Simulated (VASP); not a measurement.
Data:

```
CELL_PARAMETERS angstrom
      0.00000     2.09753     2.09753
      2.09753     0.00000     2.09753
      2.09753     2.09753     0.00000
ATOMIC_POSITIONS crystal
  Be 0.25000 0.25000 0.25000
  Be 0.75000 0.75000 0.75000
  C  0.00000 0.00000 0.00000
```

Level of theory: PBEsol GGA, VASP's PBE PAW potentials (set 64) (plane waves; VASP). Run with 620 eV cut-off, 9×9×9 Γ-centred mesh, Gaussian smearing of 0.050 eV, potentials Be C.

Question: What does the run give for the energy per atom (σ→0), pressure?

Answer: 
The energy per atom (σ→0) is -6.105 eV/atom and the pressure is 20.03 GPa.

The absolute energy has meaning only against runs of the same code, potentials and settings.

The compound is Be2C in the antifluorite structure. It was relaxed first under an external pressure of 20 GPa.
